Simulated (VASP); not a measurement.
Consider the following.

```xyz
2
Lattice="0.0000 2.8664 2.8664 2.8664 0.0000 2.8664 2.8664 2.8664 0.0000" Properties=species:S:1:pos:R:3 pbc="T T T"
Sb     2.8664     0.0000     2.8664
Ag     2.8664     2.8664     2.8664
```

These are r2SCAN meta-GGA, VASP's PBE PAW potentials (set 64) (plane waves; VASP) values and carry that method's errors. Settings: 480 eV cut-off, 10×10×10 Γ-centred mesh, first-order Methfessel-Paxton smearing of 0.10 eV, potentials Sb Ag.

Energy and stress use the plane-wave basis of the starting cell.

### Question
The ions, cell shape and volume at an external pressure of 10.0 GPa are relaxed. Give the cell that the relaxation ends in.

### Answer

```xyz
2
Lattice="0.0000 2.7698 2.7698 2.7698 0.0000 2.7698 2.7698 2.7698 0.0000" Properties=species:S:1:pos:R:3 pbc="T T T"
Sb     5.5396     5.5396     5.5396
Ag     2.7698     2.7698     2.7698
```
Space group Fm-3m (225), at a tolerance of 0.03 Å.

### Question
How do energy and volume change from the first to the last step?

### Answer
The energy (σ→0) changes by +65.9 meV/atom and the volume by -9.8 %, in 4 ionic steps.

The structure was generated: AgSb was put into the rocksalt type (Fm-3m), which need not be its known phase. This run relaxes it under an external pressure of 10 GPa. Symmetry was kept, so distortions that lower it aren't found.
